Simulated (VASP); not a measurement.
VASP ran on this input.

**INCAR**
```
SYSTEM = NaF
PREC = Accurate
ENCUT = 520
EDIFF = 1E-6
NELM = 100
ALGO = Normal
LREAL = .FALSE.
LASPH = .TRUE.
ISMEAR = 0
SIGMA = 0.05
METAGGA = R2SCAN
LMIXTAU = .TRUE.
LWAVE = .FALSE.
LCHARG = .FALSE.
IBRION = 2
ISIF = 3
NSW = 60
EDIFFG = -0.01
```

**KPOINTS**
```
Automatic mesh
0
Gamma
8 8 8
0 0 0
```

File POSCAR:
```
NaF
1.0
  0.0000000000   2.5749820000   2.5749820000
  2.5749820000   0.0000000000   2.5749820000
  2.5749820000   2.5749820000   0.0000000000
Na F
1 1
Cart
  0.0000000000   0.0000000000   0.0000000000
  1.2874910000   1.2874910000   1.2874910000
```

POTCAR, in this order: Na_pv F (PBE.64 set). Program: vasp_std.

Question: Write an equivalent input for Ansatz.

Answer: One equivalent input (not run):
Ansatz 0.2 input:
```yaml
crystal:
  lattice:
    - [0.0000000, 2.5749820, 2.5749820]
    - [2.5749820, 0.0000000, 2.5749820]
    - [2.5749820, 2.5749820, 0.0000000]
  atoms:
    - { symbol: Na, position: [0.0000000, 0.0000000, 0.0000000] }
    - { symbol: F, position: [0.2500000, 0.2500000, 0.2500000] }
kpoints:
  mp_grid: { grid: [8, 8, 8] }
hamiltonian:
  xc: r2scan
  pseudopotentials: { kind: paw }
scf:
  occupations: { method: gaussian, width: 0.05 }
  max_iter: 100
relax:
  max_steps: 60
  f_tol: 0.01
  cell: {}
output: { forces: true, stress: true, eigenvalues: true }
```
What does not carry over: each code has its own PAW files, so the cut-off isn't converted (ENCUT is set for VASP's; basis.ecutwfc is left out, and Ansatz then takes the one that its files recommend); Ansatz stops its SCF on the density residual and VASP on the energy change (EDIFF).

The structure was generated: NaF was put into the zinc blende type (F-43m), which need not be its known phase. This run relaxes it. Symmetry was kept, so distortions that lower it aren't found.
